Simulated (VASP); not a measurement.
Method: MS2 meta-GGA, VASP's PBE PAW potentials (set 64) (plane waves; VASP).

VASP input:

INCAR:
```
ALGO  =  Normal
EDIFF  =  1E-7
ENCUT  =  520
ISIF  =  2
ISMEAR  =  1
LASPH  =  T
LCHARG  =  F
LMAXMIX  =  6
LMIXTAU  =  T
LREAL  =  F
LWAVE  =  F
METAGGA  =  MS2
NELM  =  100
PREC  =  Accurate
SIGMA  =  0.1
SYSTEM  =  GdN
```

POSCAR:
```
GdN
1
    0.0000000000     2.4407787617     2.4407787617
    2.4407787617     0.0000000000     2.4407787617
    2.4407787617     2.4407787617     0.0000000000
Gd N
1 1
Direct
  0.0000000000   0.0000000000   0.0000000000
  0.5000000000   0.5000000000   0.5000000000
```

KPOINTS:
```
Automatic mesh
0
Gamma
13 13 13
0 0 0
```

POTCAR, in this order: Gd_3 N (PBE.64 set). Program: vasp_std.

What VASP printed:

**OSZICAR**
```
       N       E                     dE             d eps       ncg     rms          rms(c)
DAV:   1     0.488125805379E+02    0.48813E+02   -0.70599E+03  1848   0.122E+03
DAV:   2    -0.145689580366E+02   -0.63382E+02   -0.58944E+02  2485   0.241E+02
DAV:   3    -0.176217275922E+02   -0.30528E+01   -0.29808E+01  2435   0.455E+01
DAV:   4    -0.176628069083E+02   -0.41079E-01   -0.40986E-01  2414   0.506E+00
DAV:   5    -0.176633475010E+02   -0.54059E-03   -0.54024E-03  2393   0.471E-01    0.334E+01
DAV:   6    -0.483247371288E+01    0.12831E+02   -0.30129E+01  2229   0.404E+01    0.300E+01
DAV:   7    -0.588996588660E+01   -0.10575E+01   -0.71936E+00  2166   0.199E+01    0.170E+01
DAV:   8    -0.596110775128E+01   -0.71142E-01   -0.12851E+00  2171   0.120E+01    0.142E+00
DAV:   9    -0.581445780099E+01    0.14665E+00   -0.52033E-01  2036   0.849E+00    0.103E+00
DAV:  10    -0.595193182568E+01   -0.13747E+00   -0.94179E-02  1998   0.356E+00    0.332E-01
DAV:  11    -0.595145570102E+01    0.47612E-03   -0.48712E-03  2429   0.909E-01    0.160E-01
DAV:  12    -0.595397789568E+01   -0.25222E-02   -0.46081E-03  2001   0.837E-01    0.130E-01
DAV:  13    -0.595443226678E+01   -0.45437E-03   -0.34504E-04  2076   0.232E-01    0.222E-02
DAV:  14    -0.595443521603E+01   -0.29493E-05   -0.31384E-05  2167   0.758E-02    0.139E-02
DAV:  15    -0.595441892323E+01    0.16293E-04   -0.21065E-05  2090   0.588E-02    0.568E-03
DAV:  16    -0.595443045023E+01   -0.11527E-04   -0.16727E-06  2218   0.175E-02    0.467E-03
DAV:  17    -0.595442979897E+01    0.65126E-06   -0.72396E-07  2058   0.915E-03    0.325E-03
DAV:  18    -0.595443087558E+01   -0.10766E-05   -0.15917E-07  1872   0.497E-03    0.170E-03
DAV:  19    -0.595443030705E+01    0.56853E-06   -0.12255E-08  1149   0.137E-03    0.953E-04
DAV:  20    -0.595443090949E+01   -0.60244E-06   -0.29028E-08  1107   0.203E-03    0.289E-04
DAV:  21    -0.595443080776E+01    0.10173E-06   -0.36009E-09  1095   0.769E-04    0.748E-05
DAV:  22    -0.595443086997E+01   -0.62211E-07   -0.73040E-10  1062   0.312E-04
   1 F= -.59544309E+01 E0= -.59544407E+01  d E =0.294179E-04
```

File OUTCAR:
```
------------------------ aborting loop because EDIFF is reached ----------------------------------------
  FORCE on cell =-STRESS in cart. coord.  units (eV):
  Direction    XX          YY          ZZ          XY          YZ          ZX
  --------------------------------------------------------------------------------------
  Total        0.9999137      0.9999137      0.9999137      0.0000000      0.0000000      0.0000000
  in kB       55.0881091     55.0881091     55.0881091      0.0000000      0.0000000      0.0000000
  external PRESSURE =      55.0881091 kB  Pullay stress =       0.0000000 kB
  volume of cell :       29.08
      direct lattice vectors                 reciprocal lattice vectors
     0.000000000  2.440778762  2.440778762    -0.204852651  0.204852651  0.204852651
     2.440778762  0.000000000  2.440778762     0.204852651 -0.204852651  0.204852651
     2.440778762  2.440778762  0.000000000     0.204852651  0.204852651 -0.204852651
 POSITION                                       TOTAL-FORCE (eV/Angst)
 -----------------------------------------------------------------------------------
      0.00000      0.00000      0.00000        -0.000000      0.000000     -0.000000
      2.44078      2.44078      2.44078         0.000000     -0.000000      0.000000
 -----------------------------------------------------------------------------------
    total drift:                                0.000000      0.000000      0.000000
  FREE ENERGIE OF THE ION-ELECTRON SYSTEM (eV)
  ---------------------------------------------------
  free  energy   TOTEN  =        -5.9544308700 eV

  energy  without entropy=       -5.9544602879  energy(sigma->0) =       -5.95444068
```
(Selected blocks of OUTCAR.)

The 4f electrons are frozen in the core of the lanthanide potential, so 4f levels, which can set the real gap, and their magnetism are missing.

The compound is GdN in the rock salt structure. This cell is one point of a volume scan, at 0.97 of the reference volume.
